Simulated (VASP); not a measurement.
OSZICAR of a VASP run on PbTe (rock salt):

### OSZICAR
```
       N       E                     dE             d eps       ncg     rms          rms(c)
DAV:   1     0.152728268323E+03    0.15273E+03   -0.94563E+03   560   0.142E+03
DAV:   2     0.361477908080E+01   -0.14911E+03   -0.14589E+03   590   0.340E+02
DAV:   3    -0.724257020707E+01   -0.10857E+02   -0.10466E+02   746   0.972E+01
DAV:   4    -0.750270019327E+01   -0.26013E+00   -0.26005E+00   668   0.179E+01
DAV:   5    -0.751189380417E+01   -0.91936E-02   -0.91935E-02   766   0.308E+00    0.388E+00
DAV:   6    -0.741581793391E+01    0.96076E-01   -0.22271E-01   754   0.408E+00    0.244E+00
DAV:   7    -0.741296329486E+01    0.28546E-02   -0.79782E-02   688   0.171E+00    0.923E-01
DAV:   8    -0.741408183878E+01   -0.11185E-02   -0.91233E-03   650   0.112E+00    0.172E-01
DAV:   9    -0.741414166125E+01   -0.59822E-04   -0.75135E-04   782   0.356E-01    0.496E-02
DAV:  10    -0.741416284787E+01   -0.21187E-04   -0.96438E-05   590   0.935E-02    0.197E-02
DAV:  11    -0.741417017909E+01   -0.73312E-05   -0.39399E-05   686   0.607E-02    0.207E-02
DAV:  12    -0.741416977271E+01    0.40638E-06   -0.25637E-06   692   0.103E-02    0.134E-02
DAV:  13    -0.741416913751E+01    0.63520E-06   -0.78132E-07   668   0.724E-03    0.430E-03
DAV:  14    -0.741416923572E+01   -0.98206E-07   -0.58703E-07   652   0.838E-03
   1 F= -.82699027E+01 E0= -.82699027E+01  d E =-.580924E-11
```

Task: Which electronic solver shows in the log?

Result: It is blocked Davidson (ALGO = Normal, or the opening steps of other solvers). The INCAR had ALGO = Normal.

Task: Can the final energy be trusted as converged?

Result: The calculation finished and met its thresholds. It stopped with EDIFF = 1E-7, NELM = 100 (PBE GGA with D3 dispersion (Becke-Johnson damping), plane waves, VASP's PBE PAW potentials (set 64)).

The compound is PbTe in the rock salt structure. This cell is one point of a volume scan, at 0.94 of the reference volume.
